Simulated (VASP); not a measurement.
# Mg6CuSi (Amm2) in VASP: settings compared

Aim: see how the results for Mg6CuSi move with the level of theory and the settings. Levels: RPBE, SCAN+D4, vdW-DF. Tasks: single point.

Everything below comes from runs of VASP 6.6.1. Logs are shortened: lines on timing, memory, paths and dates and some standing lists are left out, and cuts for length are marked.

### Step 1. The structure

Symmetry: Amm2, No. 38, orthorhombic system. The conventional cell has a = 4.851 Å, b = 6.190 Å, c = 10.346 Å, α = 90.00°, β = 90.00°, γ = 90.00°. Cu (site symmetry mm2) has 10 Mg at 2.95 to 3.02 Å and 2 Si at 3.10 Å as nearest neighbours. Si (site symmetry mm2) has 10 Mg at 2.95 to 3.03 Å and 2 Cu at 3.10 Å as nearest neighbours. Mg (site symmetry mm2) has 2 Si at 2.95 Å and 10 Mg at 2.96 to 3.10 Å as nearest neighbours. Mg (site symmetry mm2) is surrounded by 10 Mg at 2.92 to 3.11 Å and 2 Cu at 2.95 Å. Mg (site symmetry m) has 8 Mg at 2.92 to 3.15 Å and 2 Cu at 2.98 Å and 2 Si at 3.01 Å as nearest neighbours. Mg (site symmetry m) is surrounded by 2 Si at 3.00 to 3.03 Å and 2 Cu at 3.00 to 3.02 Å and 8 Mg at 3.01 to 3.10 Å.

The cell comes from a database or a generator and needn't be the stable form of this composition.

### Step 2. Single point, RPBE

INCAR

```
PREC = Accurate
ENCUT = 550
EDIFF = 1E-6
ISMEAR = 0
SIGMA = 0.02
LREAL = False
LASPH = True
NELM = 100
ALGO = Fast
ISIF = 2
LWAVE = False
LCHARG = True
GGA = RP
LELF = True
LVHAR = True
```

KPOINTS

```
Automatic mesh
0
Gamma
  6 5 5
```

POSCAR

```
Mg6CuSi
1.0
    4.8511850000      0.0000000000      0.0000000000
    0.0000000000      3.0951620000      5.1732030000
    0.0000000000     -3.0951620000      5.1732030000
Cu Si Mg
1 1 6
Cartesian
    2.4255925000      0.0000000000      8.6223222898
    2.4255925000      0.0000000000      3.4404283087
    0.0000000000      0.0000000000      1.7526811764
    0.0000000000      0.0000000000      6.9508190149
    0.0000000000      1.5731656091      4.2646540499
    0.0000000000     -1.5731656091      4.2646540499
    2.4255925000      1.5442289396      6.0450480748
    2.4255925000     -1.5442289396      6.0450480748
```

Potentials or basis: VASP PAW PBE potentials, release 64 (Cu_GW, Si_GW, Mg_GW).

The run is started by

```bash
cat potpaw_PBE.64/Cu_GW/POTCAR potpaw_PBE.64/Si_GW/POTCAR potpaw_PBE.64/Mg_GW/POTCAR > POTCAR
mpirun -np 1 vasp_std > vasp.out
```

OUTCAR:

```text
PREC = Accurate
   ENCUT = 550
   EDIFF = 1E-6
   ISMEAR = 0
   LREAL = False
   LASPH = True
   NELM = 100
   ISIF = 2
   GGA = RP

 ion  position               nearest neighbor table
   1  0.500  0.833  0.833-
   2  0.500  0.333  0.333-
   3  0.000  0.169  0.169-
   4  0.000  0.672  0.672-
   5  0.000  0.666  0.158-
   6  0.000  0.158  0.666-
   7  0.500  0.834  0.335-
   8  0.500  0.335  0.834-

  LATTYP: Found a base centered orthorhombic cell.
 ALAT       =     6.1903240000
 B/A-ratio  =     1.6713835980
 C/A-ratio  =     0.7836722278

  Lattice vectors:

 A1 = (   0.0000000000,   3.0951620000,  -5.1732030000)
 A2 = (   0.0000000000,   3.0951620000,   5.1732030000)
 A3 = (   4.8511850000,   0.0000000000,   0.0000000000)

Analysis of symmetry for initial positions (statically):
=====================================================================
 Subroutine PRICEL returns:
 Original cell was already a primitive cell.

 Routine SETGRP: Setting up the symmetry group for a
 base centered orthorhombic supercell.

 Subroutine GETGRP returns: Found  4 space group operations
 (whereof  4 operations were pure point group operations)
 out of a pool of  8 trial point group operations.

The static configuration has the point symmetry C_2v.

Analysis of symmetry for dynamics (positions and initial velocities):
=====================================================================
 Subroutine PRICEL returns:
 Original cell was already a primitive cell.

 Routine SETGRP: Setting up the symmetry group for a
 base centered orthorhombic supercell.

 Subroutine GETGRP returns: Found  4 space group operations
 (whereof  4 operations were pure point group operations)
 out of a pool of  8 trial point group operations.

The dynamic configuration has the point symmetry C_2v.

 Subroutine INISYM returns: Found  4 space group operations
 (whereof  4 operations are pure point group operations),
 and found     1 'primitive' translations

----------------------------------------------------------------------------------------

                                     Primitive cell

  volume of cell :     155.3534

  direct lattice vectors                    reciprocal lattice vectors
     4.851185000  0.000000000  0.000000000     0.206135202  0.000000000  0.000000000
     0.000000000  3.095162000  5.173203000     0.000000000  0.161542433  0.096651920
     0.000000000 -3.095162000  5.173203000     0.000000000 -0.161542433  0.096651920

  length of vectors
     4.851185000  6.028437367  6.028437367     0.206135202  0.188248642  0.188248642

  position of ions in fractional coordinates (direct lattice)
     0.500000000  0.833364000  0.833364000
     0.500000000  0.332524000  0.332524000
     0.000000000  0.169400000  0.169400000
     0.000000000  0.671810000  0.671810000
     0.000000000  0.666320000  0.158054000
     0.000000000  0.158054000  0.666320000
     0.500000000  0.833724000  0.334807000
     0.500000000  0.334807000  0.833724000

  ion indices of the primitive-cell ions
   primitive index   ion index
                 1           1
                 2           2
                 3           3
                 4           4
                 5           5
                 6           6
                 7           7
                 8           8

----------------------------------------------------------------------------------------

 KPOINTS: Automatic mesh

Automatic generation of k-mesh.
 Grid dimensions read from file:
 generate k-points for:    6    5    5

 Generating k-lattice:

  Cartesian coordinates                     Fractional coordinates (reciprocal lattice)
     0.034355867  0.000000000  0.000000000     0.166666667  0.000000000  0.000000000
     0.000000000  0.032308487  0.019330384     0.000000000  0.200000000  0.000000000
     0.000000000 -0.032308487  0.019330384     0.000000000  0.000000000  0.200000000

  Length of vectors
     0.034355867  0.037649728  0.037649728

  Shift w.r.t. Gamma in fractional coordinates (k-lattice)
     0.000000000  0.000000000  0.000000000

 Subroutine IBZKPT returns following result:
 ===========================================

 Found     36 irreducible k-points:

 Following reciprocal coordinates:
            Coordinates               Weight
  0.000000  0.000000  0.000000      1.000000
  0.166667  0.000000  0.000000      2.000000
  0.333333  0.000000  0.000000      2.000000
  0.500000  0.000000  0.000000      1.000000
  0.000000  0.200000  0.000000      4.000000
  0.166667  0.200000  0.000000      8.000000
[... 16 lines left out ...]
  0.333333 -0.400000  0.200000      8.000000
  0.500000 -0.400000  0.200000      4.000000
 [... further k-points ...]
   k-points           NKPTS =     36   k-points in BZ     NKDIM =     36   number of bands    NBANDS=     18
   number of dos      NEDOS =    301   number of ions     NIONS =      8
   total plane-waves  NPLWV =  92160
   dimension x,y,z NGX =    40 NGY =   48 NGZ =   48
   dimension x,y,z NGXF=    80 NGYF=   96 NGZF=   96
   ions per type =               1   1   6
   NGX,Y,Z   is equivalent  to a cutoff of  13.71, 13.24, 13.24 a.u.
   NGXF,Y,Z  is equivalent  to a cutoff of  27.42, 26.47, 26.47 a.u.
 SYSTEM =  unknown system
   PREC   = accura    normal or accurate (medium, high low for compatibility)
   ISTART =      0    job   : 0-new  1-cont  2-samecut
   ICHARG =      2    charge: 1-file 2-atom 10-const
   ISPIN  =      1    spin polarized calculation?
   LNONCOLLINEAR =      F non collinear calculations
   LSORBIT =      F    spin-orbit coupling
   LASPH  =      T    aspherical Exc in radial PAW
   ENCUT  =  550.0 eV  40.42 Ry    6.36 a.u.   9.28 11.53 11.53*2*pi/ulx,y,z
   NELM   =    100;   NELMIN=  2; NELMDL= -5     # of ELM steps
   EDIFF  = 0.1E-05   stopping-criterion for ELM
   LREAL  =      F    real-space projection
   EDIFFG = 0.1E-04   stopping-criterion for IOM
   NSW    =      0    number of steps for IOM
   IBRION =     -1    ionic relax: 0-MD 1-quasi-New 2-CG
   NFREE  =      0    steps in history (QN), initial steepest desc. (CG)
   ISIF   =      2    stress and relaxation
   ISYM   =      2    0-nonsym 1-usesym 2-fastsym
   POTIM  = 0.5000    time-step for ionic-motion
   TEBEG  =    0.0;   TEEND  =   0.0 temperature during run
   PSTRESS=    0.0 pullay stress
   NELECT =      27.0000    total number of electrons
   NUPDOWN=      -1.0000    fix difference up-down
   EMIN   =  10.00;   EMAX   =-10.00  energy-range for DOS
   EFERMI =   0.00;   METHOD = LEGACY
   ISMEAR =     0;   SIGMA  =   0.02  broadening in eV -4-tet -1-fermi 0-gaus
   EFERMI_NEDOS =   21; number of points for ismear=-14 and -15
   IALGO  =     68    algorithm
   IMIX   =      4    mixing-type and parameters
     AMIX     =   0.40;   BMIX     =  1.00
     AMIX_MAG =   1.60;   BMIX_MAG =  1.00
  volume/ion in A,a.u.               =      19.42       131.05
  Fermi-wavevector in a.u.,A,eV,Ry     =   0.913599  1.726453 11.356293  0.834664
  Thomas-Fermi vector in A             =   2.038130
   LORBIT       =      0    0 simple, 1 ext, 2 COOP (PROOUT), +10 PAW based schemes
   GGA     = RP    functional components
   LHFCALC =     F    Hartree Fock is set to
   AEXX    =    0.0000 exact exchange contribution
   IVDW    =     0    specifies the selected vdW correction
   LEPSILON=     F    determine dielectric tensor
   LRPA    =     F    only Hartree local field effects (RPA)
 non-spin polarized calculation
 RMM-DIIS sequential band-by-band and
 Gauss-broadening in eV      SIGMA  =   0.02
  energy-cutoff  :      550.00
  volume of cell :      155.35
 maximum number of plane-waves:      4574
 NGX is ok and might be reduce to    40
   NGX = 19   NGY = 23   NGZ = 23

 number of electron      27.0000003 magnetization

 Free energy of the ion-electron system (eV)
  ---------------------------------------------------
  ext. energy  EPLUGINS =         0.00000000
  ---------------------------------------------------
  free energy    TOTEN  =       -15.90626290 eV

  energy without entropy =      -15.90534741  energy(sigma->0) =      -15.90580516

 E-fermi :   3.8043     XC(G=0):  -9.1832

 val. band max:        3.7954518202   @ k =   0.3333   0.4000   0.4000
 cond. band min:       3.8259424348   @ k =   0.0000   0.2000   0.2000
 fundamental gap:      0.0304906146
 Fermi energy:         3.8042877942

 k-point     1 :       0.0000    0.0000    0.0000
  band No.  band energies     occupation
      1      -5.0273      2.00000
      2      -1.1640      2.00000
      3       0.5306      2.00000
      4       0.5810      2.00000
      5       0.6344      2.00000
      6       0.6599      2.00000
[... 10 lines left out ...]
     17       6.7402      0.00000
     18       6.8689      0.00000

 k-point     2 :       0.1667    0.0000    0.0000
  band No.  band energies     occupation
      1      -4.8899      2.00000
      2      -1.2527      2.00000
      3       0.2574      2.00000
      4       0.6616      2.00000
      5       0.7072      2.00000
      6       0.7173      2.00000
[... 10 lines left out ...]
     17       5.4836      0.00000
     18       5.8149      0.00000

 k-point     3 :       0.3333    0.0000    0.0000
  band No.  band energies     occupation
      1      -4.5313      2.00000
      2      -1.8791      2.00000
      3       0.0031      2.00000
      4       0.8096      2.00000
      5       0.8239      2.00000
      6       0.8565      2.00000
[... 10 lines left out ...]
     17       4.3673      0.00000
     18       4.7696      0.00000

 k-point     4 :       0.5000    0.0000    0.0000
  band No.  band energies     occupation
      1      -4.2638      2.00000
      2      -2.3609      2.00000
      3       0.1664      2.00000
      4       0.8321      2.00000
      5       0.8333      2.00000
      6       0.8772      2.00000
[... 375 lines left out ...]
      4       0.2646      2.00000
      5       0.7094      2.00000
      6       0.7906      2.00000
[... 10 lines left out ...]
     17       5.9183      0.00000
     18       6.2611      0.00000

 k-point    23 :       0.3333   -0.4000    0.2000
  band No.  band energies     occupation
      1      -4.0614      2.00000
      2      -1.7167      2.00000
      3      -1.0334      2.00000
      4      -0.6318      2.00000
      5       0.2431      2.00000
      6       0.6217      2.00000
[... 10 lines left out ...]
     17       6.5473      0.00000
     18       6.8520      0.00000

 k-point    24 :       0.5000   -0.4000    0.2000
  band No.  band energies     occupation
      1      -3.8747      2.00000
      2      -1.2817      2.00000
      3      -1.0542      2.00000
      4      -0.6326      2.00000
      5      -0.2809      2.00000
      6       0.1157      2.00000
[... 10 lines left out ...]
     17       6.5418      0.00000
     18       7.4755      0.00000

 [... further k-points ...]
[... 5 lines left out ...]
  --------------------------------------------------------------------------------------
  -------------------------------------------------------------------------------------
  Total        0.2749525      2.2303431      1.5294661      0.0000000      0.0000000      0.0000000
  in kB        2.8356165     23.0017841     15.7735596      0.0000000      0.0000000      0.0000000
  external PRESSURE =      13.8703201 kB  Pullay stress =       0.0000000 kB

 VOLUME and BASIS-vectors are now :
 -----------------------------------------------------------------------------
  energy-cutoff  :      550.00
  volume of cell :      155.35
      direct lattice vectors                 reciprocal lattice vectors
     4.851185000  0.000000000  0.000000000     0.206135202  0.000000000  0.000000000
     0.000000000  3.095162000  5.173203000     0.000000000  0.161542433  0.096651920
     0.000000000 -3.095162000  5.173203000     0.000000000 -0.161542433  0.096651920

 POSITION                                       TOTAL-FORCE (eV/Angst)
 -----------------------------------------------------------------------------------
      2.42559      0.00000      8.62232         0.000000      0.000000     -0.014773
      2.42559      0.00000      3.44043         0.000000      0.000000      0.025605
      0.00000      0.00000      1.75268         0.000000      0.000000     -0.051108
      0.00000      0.00000      6.95082         0.000000      0.000000     -0.092374
      0.00000      1.57317      4.26465         0.000000     -0.017840      0.029967
      0.00000     -1.57317      4.26465         0.000000      0.017840      0.029967
      2.42559      1.54423      6.04505         0.000000     -0.018494      0.036358
      2.42559     -1.54423      6.04505         0.000000      0.018494      0.036358
 -----------------------------------------------------------------------------------
    total drift:                               -0.000000      0.000000     -0.000434

  FREE ENERGIE OF THE ION-ELECTRON SYSTEM (eV)
  ---------------------------------------------------
  free  energy   TOTEN  =       -15.9062629045 eV

  energy  without entropy=      -15.9053474117  energy(sigma->0) =      -15.90580516
```

Run time: 2.1 min. Hardware: 1 thread of Intel Xeon Platinum 8559C (Emerald Rapids), shared host; peak memory 0.4 GiB.

What came out:

| Property | Result |
| --- | --- |
| Free energy | -15.9063 eV |
| Pressure | 1.4 GPa |
| Largest force | 0.092 eV/Å |
| Band gap on the k mesh | none (metal or under the smearing width) |

Forces in eV/Å, atoms in the order of the input:
```
Cu   0.000  0.000 -0.015
Si   0.000  0.000  0.026
Mg   0.000  0.000 -0.051
Mg   0.000  0.000 -0.092
Mg   0.000 -0.018  0.030
Mg   0.000  0.018  0.030
Mg   0.000 -0.018  0.036
Mg   0.000  0.018  0.036
```

Levels at points of the mesh, in eV from the Fermi level:
```
           k point  band 12  band 13  band 14  band 15  band 16  band 17
(0.00, 0.00, 0.00)    -2.04    -1.74    -0.92     1.15     2.69     2.94
(0.50, 0.00, 0.00)    -1.21    -1.00    -0.86    -0.34    -0.34     0.12
```

Caveat: the PAW data sets were made with another functional, which shifts forces and pressure a little.

### Step 3. Single point, RPBE

run.py

```python
from ase import Atoms
from ase.calculators.vasp import Vasp
from ase.dft.bandgap import bandgap

atoms = Atoms(
    ['Cu', 'Si', 'Mg', 'Mg', 'Mg', 'Mg', 'Mg', 'Mg'],
    cell=[[4.851185, 0.0, 0.0], [0.0, 3.095162, 5.173203], [0.0, -3.095162, 5.173203]],
    scaled_positions=[[0.5, 0.833364, 0.833364], [0.5, 0.332524, 0.332524], [0.0, 0.1694, 0.1694], [0.0, 0.67181, 0.67181], [0.0, 0.66632, 0.158054], [0.0, 0.158054, 0.66632], [0.5, 0.833724, 0.334807], [0.5, 0.334807, 0.833724]],
    pbc=True,
)
calc = Vasp(
    directory='calc',
    xc='rpbe',
    pp='PBE',
    setups={'base': 'minimal', 'Cu': '_GW', 'Si': '_GW', 'Mg': '_GW'},
    prec='Accurate',
    encut=550,
    ediff=1e-06,
    ismear=0,
    sigma=0.02,
    lreal=False,
    lasph=True,
    nelm=60,
    algo='Normal',
    isif=2,
    lwave=False,
    lcharg=False,
    kpts=[6, 5, 5],
    gamma=True,
)
atoms.calc = calc

print('energy (eV):', atoms.get_potential_energy())
print('free energy (eV):', atoms.get_potential_energy(force_consistent=True))
print('forces (eV/A):')
print(atoms.get_forces())
print('stress (eV/A^3, Voigt):', atoms.get_stress())
print('Fermi level (eV):', calc.get_fermi_level())
gap, top, bottom = bandgap(calc)
print('band gap (eV):', gap, 'from (spin, k, band)', top, 'to', bottom)
```

Potentials or basis: VASP PAW PBE potentials, release 64 (Cu_GW, Si_GW, Mg_GW).

The run is started by

```bash
python run.py
```

Wall time 84 s (1 thread of Intel Xeon Platinum 8559C (Emerald Rapids), shared host); peak memory 0.38 GiB.

The run converged. Its results:

```yaml
Free_energy: -15.9063 eV
Pressure: 1.3 GPa
Largest_force: 0.092 eV/Å
Band_gap_on_the_k_mesh: none (metal or under the smearing width)
```

Forces on the atoms (eV/Å):
```
Cu   0.000  0.000 -0.015
Si   0.000  0.000  0.026
Mg   0.000  0.000 -0.051
Mg   0.000  0.000 -0.092
Mg   0.000 -0.018  0.030
Mg   0.000  0.018  0.030
Mg   0.000 -0.018  0.036
Mg   0.000  0.018  0.036
```

Stress tensor (GPa, compression positive):
```
0.21 0.00 0.00
0.00 2.23 0.00
0.00 0.00 1.51
```

Levels at points of the mesh, in eV from the Fermi level:
```
           k point  band 12  band 13  band 14  band 15  band 16  band 17
(0.00, 0.00, 0.00)    -2.04    -1.74    -0.92     1.15     2.69     2.93
(0.50, 0.00, 0.00)    -1.21    -1.00    -0.86    -0.34    -0.34     0.11
```

Caveat: the PAW data sets were made with another functional, which shifts forces and pressure a little.

(Part 1 of 2 ends here.)
